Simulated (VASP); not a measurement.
Given:

```xyz
2
Lattice="1.1347 -1.9654 0.0000 1.1347 1.9654 0.0000 0.0000 0.0000 3.5567" Properties=species:S:1:pos:R:3 pbc="T T T"
Be     1.1347     0.6551     0.8892
Be     1.1347    -0.6551     2.6675
```

These are rev-vdW-DF2, VASP's PBE PAW potentials (set 64) (plane waves; VASP) values and carry that method's errors. Run with 520 eV cut-off, Gaussian smearing of 0.050 eV, potentials Be.

Task: Give the energies of bands 1 to 4 at the high-symmetry points, in eV from the Fermi level.

Result: 
```csv
band,Γ,M,K,A,L,H
1,-11.25,-4.94,-2.41,-9.08,-3.58,-1.13
2,-4.34,-3.11,-1.00,-9.08,-3.58,-1.13
3,1.26,3.65,-1.00,10.86,1.63,0.44
4,15.83,6.56,6.70,10.86,1.63,0.44
```

It has no gap at this level: it comes out as a metal or semimetal.

The compound is Be in the hcp structure. It was relaxed first.
